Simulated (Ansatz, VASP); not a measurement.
## Two plane-wave programs on LiSi2N2

```
Li Si N
1.0
    -1.81700    1.81700    3.78852
     1.81700   -1.81700    3.78852
     1.81700    1.81700   -3.78852
Li Si N
1 2 2
Cartesian
  0.0000 0.0000 0.0000
  0.0000 0.0000 2.5765
  0.0000 0.0000 5.0005
  0.0000 1.8170 1.8943
  1.8170 0.0000 1.8943
```

Change from the starting cell: species swapped into the SrSi2Au2 type (I4/mmm, No. 139).

Alike in both runs: functional PBE; k mesh 6 × 6 × 6; occupations gaussian, width 0.1 eV; no spin polarisation.

Ansatz relaxed the structure, and its values are those at the end. VASP's run is a single point on that final structure, the one shown.

```csv
,VASP,Ansatz
version,VASP 6.6.1,Ansatz 0.2.0
potentials or method,"VASP PAW PBE potentials, release 64 (Li_sv, Si, N)","scalar-relativistic, plane waves, PAW"
plane-wave cutoff (eV),520,420
valence electrons in the cell,21,21
```

VASP gave:

```
gap on the k mesh at the Fermi level (eV) : none
rms of the force components (eV/Å)        : 0.009
```

Question: What did Ansatz give for the same quantities?

Answer: gap on the k mesh at the Fermi level (eV): none; rms of the force components (eV/Å): 0.000.

A gap of «none» marks a metal or a gap that the smearing closes. With one functional, cell and mesh, what is left measures potentials, basis and numerics.

Caveats: the k mesh is coarse (spacing up to 0.41 Å⁻¹), so the values aren't converged.
